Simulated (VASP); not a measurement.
Output of a VASP run:

File OUTCAR:
```
 ion  position               nearest neighbor table
   1  0.500  0.500  0.500-   2 2.80   2 2.80   2 2.80   2 2.80   2 2.80   2 2.80   2 2.80   2 2.80
  LATTYP: Found a simple cubic cell.
 ALAT       =     3.2371552649
 Subroutine PRICEL returns:
 Original cell was already a primitive cell.
 Subroutine GETGRP returns: Found 48 space group operations
The static configuration has the point symmetry O_h .
The dynamic configuration has the point symmetry O_h .
 Subroutine INISYM returns: Found 48 space group operations
 Subroutine IBZKPT returns following result:
 Found     56 irreducible k-points:

 Following reciprocal coordinates:
            Coordinates               Weight
  0.000000  0.000000  0.000000      1.000000
  0.090909  0.000000  0.000000      6.000000
  0.181818  0.000000  0.000000      6.000000
  0.272727  0.000000  0.000000      6.000000
  0.363636  0.000000  0.000000      6.000000
  0.454545  0.000000  0.000000      6.000000
  0.090909  0.090909  0.000000     12.000000
  0.181818  0.090909  0.000000     24.000000
  0.272727  0.090909  0.000000     24.000000
  0.363636  0.090909  0.000000     24.000000
  0.454545  0.090909  0.000000     24.000000
  0.181818  0.181818  0.000000     12.000000
  0.272727  0.181818  0.000000     24.000000
  0.363636  0.181818  0.000000     24.000000
  0.454545  0.181818  0.000000     24.000000
  0.272727  0.272727  0.000000     12.000000
  0.363636  0.272727  0.000000     24.000000
  0.454545  0.272727  0.000000     24.000000
  0.363636  0.363636  0.000000     12.000000
  0.454545  0.363636  0.000000     24.000000
  0.454545  0.454545  0.000000     12.000000
  0.090909  0.090909  0.090909      8.000000
  0.181818  0.090909  0.090909     24.000000
  0.272727  0.090909  0.090909     24.000000
  0.363636  0.090909  0.090909     24.000000
  0.454545  0.090909  0.090909     24.000000
  0.181818  0.181818  0.090909     24.000000
  0.272727  0.181818  0.090909     48.000000
  0.363636  0.181818  0.090909     48.000000
  0.454545  0.181818  0.090909     48.000000
  0.272727  0.272727  0.090909     24.000000
  0.363636  0.272727  0.090909     48.000000
  0.454545  0.272727  0.090909     48.000000
  0.363636  0.363636  0.090909     24.000000
  0.454545  0.363636  0.090909     48.000000
  0.454545  0.454545  0.090909     24.000000
  0.181818  0.181818  0.181818      8.000000
  0.272727  0.181818  0.181818     24.000000
  0.363636  0.181818  0.181818     24.000000
  0.454545  0.181818  0.181818     24.000000
   k-points           NKPTS =     56   k-points in BZ     NKDIM =     56   number of bands    NBANDS=     15
   number of dos      NEDOS =    301   number of ions     NIONS =      2
   total plane-waves  NPLWV =  13824
   dimension x,y,z NGX =    24 NGY =   24 NGZ =   24
   dimension x,y,z NGXF=    48 NGYF=   48 NGZF=   48
   ions per type =               1   1
   PREC   = accura    normal or accurate (medium, high low for compatibility)
   ISTART =      0    job   : 0-new  1-cont  2-samecut
   ICHARG =      2    charge: 1-file 2-atom 10-const
   ISPIN  =      1    spin polarized calculation?
   LNONCOLLINEAR =      F non collinear calculations
   LSORBIT =      F    spin-orbit coupling
   INIWAV =      1    electr: 0-lowe 1-rand  2-diag
   ENCUT  =  520.0 eV  38.22 Ry    6.18 a.u.   6.02  6.02  6.02*2*pi/ulx,y,z
   NELM   =    100;   NELMIN=  2; NELMDL= -5     # of ELM steps
   EDIFF  = 0.1E-06   stopping-criterion for ELM
   LREAL  =      F    real-space projection
   NLSPLINE    = F    spline interpolate recip. space projectors
   LMAXMIX     =    4 max onsite mixed and CHGCAR
   VOSKOWN=      0    Vosko Wilk Nusair interpolation
   EDIFFG = 0.1E-05   stopping-criterion for IOM
   NSW    =      0    number of steps for IOM
   NBLOCK =      1;   KBLOCK =      1    inner block; outer block
   IBRION =     -1    ionic relax: 0-MD 1-quasi-New 2-CG
   NFREE  =      0    steps in history (QN), initial steepest desc. (CG)
...
```

OSZICAR:
```
       N       E                     dE             d eps       ncg     rms          rms(c)
DAV:   1     0.207237262524E+03    0.20724E+03   -0.14313E+04  1680   0.266E+03
DAV:   2     0.373334988390E+01   -0.20350E+03   -0.19881E+03  1813   0.562E+02
DAV:   3    -0.162555383238E+02   -0.19989E+02   -0.19922E+02  2191   0.196E+02
DAV:   4    -0.168254649382E+02   -0.56993E+00   -0.56979E+00  2198   0.360E+01
DAV:   5    -0.168521623783E+02   -0.26697E-01   -0.26697E-01  2727   0.680E+00    0.801E+00
DAV:   6    -0.244139747695E+02   -0.75618E+01   -0.25896E+01  1680   0.627E+01    0.477E+00
DAV:   7    -0.256283084252E+02   -0.12143E+01   -0.18197E+00  1757   0.190E+01    0.293E+00
DAV:   8    -0.254718706257E+02    0.15644E+00   -0.67766E-01  2191   0.893E+00    0.997E-01
DAV:   9    -0.254691299150E+02    0.27407E-02   -0.70219E-02  2079   0.417E+00    0.708E-01
DAV:  10    -0.254692663350E+02   -0.13642E-03   -0.63164E-02  2065   0.380E+00    0.240E-01
DAV:  11    -0.255161990484E+02   -0.46933E-01   -0.12725E-02  1778   0.149E+00    0.123E-01
DAV:  12    -0.255171960713E+02   -0.99702E-03   -0.31724E-03  2205   0.844E-01    0.810E-02
DAV:  13    -0.255172975108E+02   -0.10144E-03   -0.61365E-04  1974   0.403E-01    0.172E-02
DAV:  14    -0.255174139942E+02   -0.11648E-03   -0.34229E-05  1939   0.921E-02    0.716E-03
DAV:  15    -0.255174213975E+02   -0.74034E-05   -0.84650E-06  2191   0.434E-02    0.432E-03
DAV:  16    -0.255174222537E+02   -0.85622E-06   -0.24261E-06  2184   0.259E-02    0.777E-04
DAV:  17    -0.255174228085E+02   -0.55476E-06   -0.25161E-07  1887   0.725E-03    0.611E-04
DAV:  18    -0.255174229477E+02   -0.13918E-06   -0.18386E-08  1036   0.198E-03    0.432E-04
DAV:  19    -0.255174229776E+02   -0.29897E-07   -0.73636E-09  1015   0.106E-03
   1 F= -.25517423E+02 E0= -.25516985E+02  d E =-.131468E-02
```

### OUTCAR
```
------------------------ aborting loop because EDIFF is reached ----------------------------------------
  FORCE on cell =-STRESS in cart. coord.  units (eV):
  Direction    XX          YY          ZZ          XY          YZ          ZX
  --------------------------------------------------------------------------------------
  Total        0.8606985      0.8606985      0.8606985      0.0000000      0.0000000     -0.0000000
  in kB       40.6509801     40.6509801     40.6509801      0.0000000      0.0000000     -0.0000000
  external PRESSURE =      40.6509801 kB  Pullay stress =       0.0000000 kB
  volume of cell :       33.92
      direct lattice vectors                 reciprocal lattice vectors
     3.237155265  0.000000000  0.000000000     0.308913203  0.000000000  0.000000000
     0.000000000  3.237155265  0.000000000     0.000000000  0.308913203  0.000000000
     0.000000000  0.000000000  3.237155265     0.000000000  0.000000000  0.308913203
 POSITION                                       TOTAL-FORCE (eV/Angst)
 -----------------------------------------------------------------------------------
      1.61858      1.61858      1.61858         0.000000      0.000000      0.000000
      0.00000      0.00000      0.00000         0.000000      0.000000      0.000000
 -----------------------------------------------------------------------------------
    total drift:                                0.000000      0.000000      0.000000
  FREE ENERGIE OF THE ION-ELECTRON SYSTEM (eV)
  ---------------------------------------------------
  free  energy   TOTEN  =       -25.5174229776 eV

  energy  without entropy=      -25.5161082990  energy(sigma->0) =      -25.51698475
```
(Selected blocks of OUTCAR.)

POSCAR:
```
PdIn
1
    3.2371552649     0.0000000000     0.0000000000
    0.0000000000     3.2371552649     0.0000000000
    0.0000000000     0.0000000000     3.2371552649
In Pd
1 1
Direct
  0.5000000000   0.5000000000   0.5000000000
  0.0000000000   0.0000000000   0.0000000000
```

Write an INCAR and KPOINTS that could have produced this output.

This is not unique; one that fits is the input of the run itself, TPSS meta-GGA, plane waves, VASP's PBE PAW potentials (set 64).

**INCAR**
```
ALGO = Normal
EDIFF = 1E-7
ENCUT = 520
ISIF = 2
ISMEAR = 1
LASPH = .TRUE.
LCHARG = .FALSE.
LMAXMIX = 4
LMIXTAU = .TRUE.
LREAL = .FALSE.
LWAVE = .FALSE.
METAGGA = TPSS
NELM = 100
PREC = Accurate
SIGMA = 0.1
SYSTEM = PdIn
```

KPOINTS:
```
Automatic mesh
0
Gamma
11 11 11
0 0 0
```

POTCAR, in this order: In_d Pd (PBE.64 set). Program: vasp_std.

The compound is PdIn in the CsCl type structure. This cell is one point of a volume scan, at 0.97 of the reference volume. The electron count is odd and the run is not spin-polarised, which forces a metal.
